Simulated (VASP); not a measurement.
Here is a VASP 6.6.1 calculation.

File POSCAR:

```
SbW2
1.0
    0.0000000000      3.1330100000      3.1330100000
    3.1330100000      0.0000000000      3.1330100000
    3.1330100000      3.1330100000      0.0000000000
Sb W
1 2
Direct
    0.5000000000      0.5000000000      0.5000000000
    0.2500000000      0.2500000000      0.2500000000
    0.7500000000      0.7500000000      0.7500000000
```

The input INCAR.step1:

```
ALGO = Normal ; EDIFF = 1E-6
ENCUT = 600 ; GGA = PE
ISIF = 2 ; ISMEAR = -1
LASPH = True ; LCHARG = True
LMAXMIX = 4 ; LREAL = False
LWAVE = False ; NBANDS = 28
NELM = 80 ; PREC = Accurate
SIGMA = 0.05
```

KPOINTS.step1

```
k-points
0
Gamma
  7 7 7
```

Contents of INCAR.step2:

```
ALGO = Normal ; EDIFF = 1E-6
ENCUT = 600 ; GGA = PE
ICHARG = 11 ; ISIF = 2
ISMEAR = 0 ; LASPH = True
LCHARG = False ; LMAXMIX = 4
LREAL = False ; LWAVE = False
NBANDS = 28 ; NELM = 80
PREC = Accurate ; SIGMA = 0.05
```

The input KPOINTS.step2:

```
path GXWKGLUWLK,UX
15
line-mode
reciprocal
 0.0000000000  0.0000000000  0.0000000000  G
 0.5000000000  0.0000000000  0.5000000000  X

 0.5000000000  0.0000000000  0.5000000000  X
 0.5000000000  0.2500000000  0.7500000000  W

 0.5000000000  0.2500000000  0.7500000000  W
 0.3750000000  0.3750000000  0.7500000000  K

 0.3750000000  0.3750000000  0.7500000000  K
 0.0000000000  0.0000000000  0.0000000000  G

 0.0000000000  0.0000000000  0.0000000000  G
 0.5000000000  0.5000000000  0.5000000000  L

 0.5000000000  0.5000000000  0.5000000000  L
 0.6250000000  0.2500000000  0.6250000000  U

 0.6250000000  0.2500000000  0.6250000000  U
 0.5000000000  0.2500000000  0.7500000000  W

 0.5000000000  0.2500000000  0.7500000000  W
 0.5000000000  0.5000000000  0.5000000000  L

 0.5000000000  0.5000000000  0.5000000000  L
 0.3750000000  0.3750000000  0.7500000000  K

 0.6250000000  0.2500000000  0.6250000000  U
 0.5000000000  0.0000000000  0.5000000000  X
```

Potentials or basis: VASP PAW PBE potentials, release 64 (Sb_d_GW, W_sv_GW).

Command:

```bash
$ cat potpaw_PBE.64/Sb_d_GW/POTCAR potpaw_PBE.64/W_sv_GW/POTCAR > POTCAR
$ cp INCAR.step1 INCAR
$ cp KPOINTS.step1 KPOINTS
$ mpirun -np 1 vasp_std > vasp.out
$ cp INCAR.step2 INCAR
$ cp KPOINTS.step2 KPOINTS
$ mpirun -np 1 vasp_std > vasp.out
```

Problem. Predict the band gap along the path.

Solution. None (metal or under the smearing width).

Levels at the corners of the path, in eV from the Fermi level:
```csv
point,band 20,band 21,band 22,band 23,band 24,band 25
Γ,0.80,1.65,1.65,1.65,3.51,3.52
X,-2.48,0.07,0.07,0.39,0.39,1.79
X,-2.48,0.07,0.07,0.39,0.39,1.79
W,-1.89,-0.31,-0.31,0.22,0.69,0.97
W,-1.89,-0.31,-0.31,0.22,0.69,0.97
K,-1.79,-0.28,-0.05,0.28,0.41,1.13
K,-1.79,-0.28,-0.05,0.28,0.41,1.13
Γ,0.80,1.65,1.65,1.65,3.51,3.51
Γ,0.80,1.65,1.65,1.65,3.51,3.51
L,-0.90,-0.84,-0.48,-0.48,-0.33,-0.33
L,-0.90,-0.84,-0.48,-0.48,-0.33,-0.33
U,-1.79,-0.28,-0.05,0.28,0.41,1.13
U,-1.79,-0.28,-0.05,0.28,0.41,1.13
W,-1.89,-0.31,-0.31,0.22,0.69,0.97
W,-1.89,-0.31,-0.31,0.22,0.69,0.97
L,-0.90,-0.84,-0.48,-0.48,-0.33,-0.33
L,-0.90,-0.84,-0.48,-0.48,-0.33,-0.33
K,-1.79,-0.28,-0.05,0.28,0.41,1.13
U,-1.79,-0.28,-0.05,0.28,0.41,1.13
X,-2.48,0.07,0.07,0.39,0.39,1.79
```

Caveat: the log is that of the step along the path at fixed density, whose energy, stress, charges and moments have no meaning; spin-orbit coupling is left out, which moves the levels of the heavy elements.
